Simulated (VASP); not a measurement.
S (relaxed from the fcc structure, space group Fm-3m): computed properties

Computed with r2SCAN meta-GGA, VASP's PBE PAW potentials (set 64) (plane waves; VASP 6.6.1).

- space group: Fm-3m (225)
- cell: a = b = c = 3.9934 Å, α = β = γ = 90.00°
- volume per atom: 15.92 Å³/atom
- band gap (over mesh and band path): none (metal, semimetal or under 0.01 eV)
- density: 3.34 g/cm³

```yaml
crystal:
  lattice:
    - [0.00000, 1.99670, 1.99670]
    - [1.99670, 0.00000, 1.99670]
    - [1.99670, 1.99670, 0.00000]
  atoms:
    - { symbol: S, position: [0.00000, 0.00000, 0.00000] }
```

The structure was generated: S was put into the fcc type (Fm-3m), which need not be its known phase. It was relaxed first. Symmetry was kept, so distortions that lower it aren't found.
